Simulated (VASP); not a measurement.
```
O2Te
1.0
    4.76341     0.00000     0.00000
    0.00000     4.86716     0.00000
    0.00000     0.00000     7.45799
Te O
4 8
Direct
  0.73169   0.51803   0.37661
  0.76831   0.48197   0.87661
  0.23169   0.98197   0.62339
  0.26831   0.01803   0.12339
  0.51213   0.13414   0.93340
  0.98787   0.86586   0.43340
  0.01213   0.36586   0.06660
  0.48787   0.63414   0.56660
  0.39850   0.23862   0.31993
  0.10150   0.76138   0.81993
  0.89850   0.26138   0.68007
  0.60150   0.73862   0.18007
```

Calculation: PBEsol GGA, VASP's PBE PAW potentials (set 64) (plane waves; VASP). Numerical set-up: 520 eV cut-off, 5×5×4 Γ-centred mesh, tetrahedra with Blöchl corrections, potentials Te O.

The cores are frozen, which limits the accuracy of field gradients.

### Question
Give the principal components of the electric field gradient (V/Å²) and the asymmetry η at each nucleus.

### Answer

```csv
atom,Vxx,Vyy,Vzz,η
Te1,262.8,133.2,-396.0,0.33
Te2,262.8,133.2,-396.0,0.33
Te3,262.8,133.2,-396.0,0.33
Te4,262.8,133.2,-396.0,0.33
O5,-88.3,-30.1,118.4,0.49
O6,-88.3,-30.1,118.4,0.49
O7,-88.3,-30.1,118.4,0.49
O8,-88.3,-30.1,118.4,0.49
O9,-90.9,-26.7,117.6,0.55
O10,-90.9,-26.7,117.6,0.55
O11,-90.9,-26.7,117.6,0.55
O12,-90.9,-26.7,117.6,0.55
```

The structure comes from a computed database's TeO2 entry (P2_12_12_1); how it stands against other phases isn't given here. It was relaxed first.
